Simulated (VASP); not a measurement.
Given:

```yaml
crystal:
  lattice:
    - [6.72698, 0.00000, 0.00000]
    - [-3.36349, 5.82574, 0.00000]
    - [0.00000, 0.00000, 3.55485]
  atoms:
    - { symbol: Ge, position: [0.66667, 0.33333, 0.00000] }
    - { symbol: Ge, position: [0.33333, 0.66667, 0.00000] }
    - { symbol: Ge, position: [0.00000, 0.00000, 0.50000] }
    - { symbol: Pt, position: [0.62141, 0.00000, 0.50000] }
    - { symbol: Pt, position: [0.37859, 0.37859, 0.50000] }
    - { symbol: Pt, position: [0.00000, 0.62141, 0.50000] }
    - { symbol: Pt, position: [0.00000, 0.28256, 0.00000] }
    - { symbol: Pt, position: [0.28256, 0.00000, 0.00000] }
    - { symbol: Pt, position: [0.71744, 0.71744, 0.00000] }
```

Computed with r2SCAN meta-GGA, VASP's PBE PAW potentials (set 64) (plane waves; VASP). Run with 400 eV cut-off, 6×6×10 Γ-centred mesh, tetrahedra with Blöchl corrections, potentials Ge_d Pt.

The cores are frozen, which limits the accuracy of field gradients.

Question: Give the principal components of the electric field gradient (V/Å²) and the asymmetry η at each nucleus.

Answer: 
```
atom    Vxx    Vyy    Vzz     η
----  -----  -----  -----  ----
Ge1   -46.7  -46.7   93.4  0.00
Ge2   -46.7  -46.7   93.4  0.00
Ge3   -11.6  -11.6   23.2  0.00
Pt4    43.8   42.4  -86.3  0.02
Pt5    43.8   42.4  -86.3  0.02
Pt6    43.8   42.4  -86.3  0.02
Pt7    25.2   21.5  -46.7  0.08
Pt8    25.2   21.5  -46.7  0.08
Pt9    25.2   21.5  -46.7  0.08
```

The structure comes from a computed database's GePt2 entry (P-62m); how it stands against other phases isn't given here. It was relaxed first.
